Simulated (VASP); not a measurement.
Input:

```yaml
crystal:
  lattice:
    - [0.00000, 2.56294, 2.56294]
    - [2.56294, 0.00000, 2.56294]
    - [2.56294, 2.56294, 0.00000]
  atoms:
    - { symbol: Pb, position: [0.00000, 0.00000, 0.00000] }
```

All values below come from PBE GGA, VASP's PBE PAW potentials (set 64) (plane waves; VASP 6.6.1). Run with 520 eV cut-off, 13×13×13 Γ-centred mesh, first-order Methfessel-Paxton smearing of 0.10 eV, potentials Pb_d.

Question: Give the stress tensor in GPa (positive for a compressed cell).

Answer: 
```
-1.73   0.00   0.00
 0.00  -1.73   0.00
 0.00   0.00  -1.73
```
The pressure is its mean diagonal, -1.73 GPa.

The compound is Pb in the fcc structure. This cell is one point of a volume scan, at 1.06 of the reference volume.
